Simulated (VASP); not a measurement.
# Be3AsN (Pm-3m) in VASP: a series of runs

The runs below take Be3AsN through single point, relaxation of cell and atoms, with PBE.

Program: VASP 6.6.1. These are calculated values, not measurements. Logs are shortened: lines on timing, memory, paths and dates and some standing lists are left out, and cuts for length are marked.

**1. The structure**

Symmetry: Pm-3m, No. 221, cubic system. Conventional cell: a = 3.614 Å, b = 3.614 Å, c = 3.614 Å, α = 90.00°, β = 90.00°, γ = 90.00°. Be (site symmetry 4/mmm) has 2 N at 1.81 Å as nearest neighbours. As (site symmetry m-3m) has 12 Be at 2.56 Å as nearest neighbours. Around N (site symmetry m-3m) lie 6 Be at 1.81 Å.

The cell comes from a database or a generator and needn't be the stable form of this composition.

**2. Single point, PBE**

INCAR reads:

```
PREC = Accurate
ENCUT = 520
EDIFF = 1E-6
ISMEAR = 0
SIGMA = 0.02
LREAL = False
LASPH = True
NELM = 100
ALGO = Normal
ISIF = 2
LWAVE = False
LCHARG = False
GGA = PE
NBANDS = 16
```

KPOINTS reads:

```
regular mesh
0
Gamma
  8 8 8
```

POSCAR reads:

```
Be3AsN
1.0
    3.6136418227      0.0000000000      0.0000000000
    0.0000000000      3.6136418227      0.0000000000
    0.0000000000      0.0000000000      3.6136418227
Be As N
3 1 1
Direct
    0.0000000000      0.5000000000      0.5000000000
    0.5000000000      0.0000000000      0.5000000000
    0.5000000000      0.5000000000      0.0000000000
    0.0000000000      0.0000000000      0.0000000000
    0.5000000000      0.5000000000      0.5000000000
```

Potentials or basis: VASP PAW PBE potentials, release 64 (Be, As, N).

Run with:

```sh
cat potpaw_PBE.64/Be/POTCAR potpaw_PBE.64/As/POTCAR potpaw_PBE.64/N/POTCAR > POTCAR
mpirun -np 1 vasp_std > vasp.out
```

OUTCAR:

```text
PREC = Accurate
   ENCUT = 520
   EDIFF = 1E-6
   ISMEAR = 0
   LREAL = False
   LASPH = True
   NELM = 100
   ISIF = 2
   GGA = PE

 ion  position               nearest neighbor table
   1  0.000  0.500  0.500-   5 1.81   5 1.81   4 2.56   4 2.56   4 2.56   4 2.56
   2  0.500  0.000  0.500-   5 1.81   5 1.81   4 2.56   4 2.56   4 2.56   4 2.56
   3  0.500  0.500  0.000-   5 1.81   5 1.81   4 2.56   4 2.56   4 2.56   4 2.56
   4  0.000  0.000  0.000-   1 2.56   2 2.56   3 2.56   1 2.56   2 2.56   1 2.56   3 2.56   1 2.56
                             2 2.56   3 2.56   2 2.56   3 2.56
   5  0.500  0.500  0.500-   1 1.81   2 1.81   3 1.81   3 1.81   2 1.81   1 1.81

  LATTYP: Found a simple cubic cell.
 ALAT       =     3.6136418227

  Lattice vectors:

 A1 = (   3.6136418227,   0.0000000000,   0.0000000000)
 A2 = (   0.0000000000,   3.6136418227,   0.0000000000)
 A3 = (   0.0000000000,   0.0000000000,   3.6136418227)

Analysis of symmetry for initial positions (statically):
=====================================================================
 Subroutine PRICEL returns:
 Original cell was already a primitive cell.

 Routine SETGRP: Setting up the symmetry group for a
 simple cubic supercell.

 Subroutine GETGRP returns: Found 48 space group operations
 (whereof 48 operations were pure point group operations)
 out of a pool of 48 trial point group operations.

The static configuration has the point symmetry O_h .

Analysis of symmetry for dynamics (positions and initial velocities):
=====================================================================
 Subroutine PRICEL returns:
 Original cell was already a primitive cell.

 Routine SETGRP: Setting up the symmetry group for a
 simple cubic supercell.

 Subroutine GETGRP returns: Found 48 space group operations
 (whereof 48 operations were pure point group operations)
 out of a pool of 48 trial point group operations.

The dynamic configuration has the point symmetry O_h .

 Subroutine INISYM returns: Found 48 space group operations
 (whereof 48 operations are pure point group operations),
 and found     1 'primitive' translations

----------------------------------------------------------------------------------------

                                     Primitive cell

  volume of cell :      47.1884

  direct lattice vectors                    reciprocal lattice vectors
     3.613641823  0.000000000  0.000000000     0.276729142  0.000000000  0.000000000
     0.000000000  3.613641823  0.000000000     0.000000000  0.276729142  0.000000000
     0.000000000  0.000000000  3.613641823     0.000000000  0.000000000  0.276729142

  length of vectors
     3.613641823  3.613641823  3.613641823     0.276729142  0.276729142  0.276729142

  position of ions in fractional coordinates (direct lattice)
     0.000000000  0.500000000  0.500000000
     0.500000000  0.000000000  0.500000000
     0.500000000  0.500000000  0.000000000
     0.000000000  0.000000000  0.000000000
     0.500000000  0.500000000  0.500000000

  ion indices of the primitive-cell ions
   primitive index   ion index
                 1           1
                 2           2
                 3           3
                 4           4
                 5           5

----------------------------------------------------------------------------------------

 KPOINTS: regular mesh

Automatic generation of k-mesh.
 Grid dimensions read from file:
 generate k-points for:    8    8    8

 Generating k-lattice:

  Cartesian coordinates                     Fractional coordinates (reciprocal lattice)
     0.034591143  0.000000000  0.000000000     0.125000000  0.000000000  0.000000000
     0.000000000  0.034591143  0.000000000     0.000000000  0.125000000  0.000000000
     0.000000000  0.000000000  0.034591143     0.000000000  0.000000000  0.125000000

  Length of vectors
     0.034591143  0.034591143  0.034591143

  Shift w.r.t. Gamma in fractional coordinates (k-lattice)
     0.000000000  0.000000000  0.000000000

 Subroutine IBZKPT returns following result:
 ===========================================

 Found     35 irreducible k-points:

 Following reciprocal coordinates:
            Coordinates               Weight
  0.000000  0.000000  0.000000      1.000000
  0.125000  0.000000  0.000000      6.000000
  0.250000  0.000000  0.000000      6.000000
  0.375000  0.000000  0.000000      6.000000
  0.500000  0.000000  0.000000      3.000000
  0.125000  0.125000  0.000000     12.000000
[... 16 lines left out ...]
  0.375000  0.375000  0.125000     24.000000
  0.500000  0.375000  0.125000     24.000000
 [... further k-points ...]
   k-points           NKPTS =     35   k-points in BZ     NKDIM =     35   number of bands    NBANDS=     16
   number of dos      NEDOS =    301   number of ions     NIONS =      5
   total plane-waves  NPLWV =  21952
   dimension x,y,z NGX =    28 NGY =   28 NGZ =   28
   dimension x,y,z NGXF=    56 NGYF=   56 NGZF=   56
   ions per type =               3   1   1
   NGX,Y,Z   is equivalent  to a cutoff of  12.88, 12.88, 12.88 a.u.
   NGXF,Y,Z  is equivalent  to a cutoff of  25.76, 25.76, 25.76 a.u.
 SYSTEM =  unknown system
   PREC   = accura    normal or accurate (medium, high low for compatibility)
   ISTART =      0    job   : 0-new  1-cont  2-samecut
   ICHARG =      2    charge: 1-file 2-atom 10-const
   ISPIN  =      1    spin polarized calculation?
   LNONCOLLINEAR =      F non collinear calculations
   LSORBIT =      F    spin-orbit coupling
   LASPH  =      T    aspherical Exc in radial PAW
   ENCUT  =  520.0 eV  38.22 Ry    6.18 a.u.   6.72  6.72  6.72*2*pi/ulx,y,z
   NELM   =    100;   NELMIN=  2; NELMDL= -5     # of ELM steps
   EDIFF  = 0.1E-05   stopping-criterion for ELM
   LREAL  =      F    real-space projection
   EDIFFG = 0.1E-04   stopping-criterion for IOM
   NSW    =      0    number of steps for IOM
   IBRION =     -1    ionic relax: 0-MD 1-quasi-New 2-CG
   NFREE  =      0    steps in history (QN), initial steepest desc. (CG)
   ISIF   =      2    stress and relaxation
   ISYM   =      2    0-nonsym 1-usesym 2-fastsym
   POTIM  = 0.5000    time-step for ionic-motion
   TEBEG  =    0.0;   TEEND  =   0.0 temperature during run
   PSTRESS=    0.0 pullay stress
   NELECT =      16.0000    total number of electrons
   NUPDOWN=      -1.0000    fix difference up-down
   EMIN   =  10.00;   EMAX   =-10.00  energy-range for DOS
   EFERMI =   0.00;   METHOD = LEGACY
   ISMEAR =     0;   SIGMA  =   0.02  broadening in eV -4-tet -1-fermi 0-gaus
   EFERMI_NEDOS =   21; number of points for ismear=-14 and -15
   IALGO  =     38    algorithm
   IMIX   =      4    mixing-type and parameters
     AMIX     =   0.40;   BMIX     =  1.00
     AMIX_MAG =   1.60;   BMIX_MAG =  1.00
  volume/ion in A,a.u.               =       9.44        63.69
  Fermi-wavevector in a.u.,A,eV,Ry     =   1.141571  2.157257 17.730910  1.303185
  Thomas-Fermi vector in A             =   2.278271
   LORBIT       =      0    0 simple, 1 ext, 2 COOP (PROOUT), +10 PAW based schemes
   GGA     = PE    functional components
   LHFCALC =     F    Hartree Fock is set to
   AEXX    =    0.0000 exact exchange contribution
   IVDW    =     0    specifies the selected vdW correction
   LEPSILON=     F    determine dielectric tensor
   LRPA    =     F    only Hartree local field effects (RPA)
 non-spin polarized calculation
 Gauss-broadening in eV      SIGMA  =   0.02
  energy-cutoff  :      520.00
  volume of cell :       47.19
 maximum number of plane-waves:      1328
 NGX is ok and might be reduce to    28
   NGX = 13   NGY = 13   NGZ = 13

 number of electron      15.9999998 magnetization

 Free energy of the ion-electron system (eV)
  ---------------------------------------------------
  ext. energy  EPLUGINS =         0.00000000
  ---------------------------------------------------
  free energy    TOTEN  =       -25.27330637 eV

  energy without entropy =      -25.27330637  energy(sigma->0) =      -25.27330637

 E-fermi :   7.9140     XC(G=0): -11.0605

 val. band max:        7.7498273810   @ k =   0.5000   0.5000   0.0000
 cond. band min:       8.6132084484   @ k =   0.0000   0.0000   0.0000
 fundamental gap:      0.8633810675
 Fermi energy:         7.9139914308

 k-point     1 :       0.0000    0.0000    0.0000
  band No.  band energies     occupation
      1      -9.2978      2.00000
      2      -3.5809      2.00000
      3       0.7208      2.00000
      4       0.7208      2.00000
      5       0.7208      2.00000
      6       7.3184      2.00000
[... 8 lines left out ...]
     15      17.3607      0.00000
     16      17.3607      0.00000

 k-point     2 :       0.1250    0.0000    0.0000
  band No.  band energies     occupation
      1      -9.2238      2.00000
      2      -3.8063      2.00000
      3       0.8287      2.00000
      4       0.8287      2.00000
      5       0.8824      2.00000
      6       6.3676      2.00000
[... 8 lines left out ...]
     15      17.5320      0.00000
     16      17.6980      0.00000

 k-point     3 :       0.2500    0.0000    0.0000
  band No.  band energies     occupation
      1      -9.0268      2.00000
      2      -4.3321      2.00000
      3       1.1208      2.00000
      4       1.1208      2.00000
      5       1.3087      2.00000
      6       5.0555      2.00000
[... 8 lines left out ...]
     15      16.8245      0.00000
     16      16.8245      0.00000
[... 362 lines left out ...]
 k-point    23 :       0.3750    0.3750    0.1250
  band No.  band energies     occupation
      1      -8.5583      2.00000
      2      -3.9955      2.00000
      3      -0.5210      2.00000
      4       0.5033      2.00000
      5       1.7620      2.00000
      6       4.5388      2.00000
[... 8 lines left out ...]
     15      15.8930      0.00000
     16      17.7071      0.00000

 k-point    24 :       0.5000    0.3750    0.1250
  band No.  band energies     occupation
      1      -8.5217      2.00000
      2      -3.8127      2.00000
      3      -0.5380      2.00000
      4      -0.0996      2.00000
      5       1.9078      2.00000
      6       4.7975      2.00000
[... 8 lines left out ...]
     15      16.9884      0.00000
     16      17.6001      0.00000

 [... further k-points ...]

------------------------ aborting loop because EDIFF is reached ----------------------------------------

  FORCE on cell =-STRESS in cart. coord.  units (eV):
  Direction    XX          YY          ZZ          XY          YZ          ZX
  --------------------------------------------------------------------------------------
  -------------------------------------------------------------------------------------
  Total        0.0992873      0.0992873      0.0992873     -0.0000000      0.0000000     -0.0000000
  in kB        3.3710792      3.3710792      3.3710792     -0.0000000      0.0000000     -0.0000000
  external PRESSURE =       3.3710792 kB  Pullay stress =       0.0000000 kB

 VOLUME and BASIS-vectors are now :
 -----------------------------------------------------------------------------
  energy-cutoff  :      520.00
  volume of cell :       47.19
      direct lattice vectors                 reciprocal lattice vectors
     3.613641823  0.000000000  0.000000000     0.276729142  0.000000000  0.000000000
     0.000000000  3.613641823  0.000000000     0.000000000  0.276729142  0.000000000
     0.000000000  0.000000000  3.613641823     0.000000000  0.000000000  0.276729142

 POSITION                                       TOTAL-FORCE (eV/Angst)
 -----------------------------------------------------------------------------------
      0.00000      1.80682      1.80682         0.000000      0.000000      0.000000
      1.80682      0.00000      1.80682         0.000000      0.000000      0.000000
      1.80682      1.80682      0.00000         0.000000      0.000000      0.000000
      0.00000      0.00000      0.00000         0.000000      0.000000      0.000000
      1.80682      1.80682      1.80682         0.000000      0.000000      0.000000
 -----------------------------------------------------------------------------------
    total drift:                                0.000000      0.000000      0.000000

  FREE ENERGIE OF THE ION-ELECTRON SYSTEM (eV)
  ---------------------------------------------------
  free  energy   TOTEN  =       -25.2733063657 eV

  energy  without entropy=      -25.2733063657  energy(sigma->0) =      -25.27330637
```

Wall time 25 s (1 thread of Intel Xeon Platinum 8488C (Sapphire Rapids), shared host); peak memory 0.16 GiB.

Results:

| Quantity | Value |
| --- | --- |
| Free energy | -25.2733 eV |
| Pressure | 0.3 GPa |
| Band gap on the k mesh | 0.86 eV, indirect (least direct gap 1.29 eV) |

Levels at points of the mesh, in eV from the valence-band top:
```tsv
k point	band 5	band 6	band 7	band 8	band 9	band 10	band 11	band 12
(0.00, 0.00, 0.00)	-7.03	-0.43	-0.43	-0.43	0.86	0.86	4.37	5.98
(0.50, 0.00, 0.00)	-5.28	-4.61	-1.96	-1.96	1.23	4.47	4.58	4.58
(0.50, 0.50, 0.00)	-5.59	-1.40	-1.40	0.00	1.41	1.43	2.06	2.06
(0.50, 0.50, 0.50)	-6.45	-6.18	-6.18	-6.18	5.33	5.33	5.33	8.82
```

(Continued in part 2 of 2.)
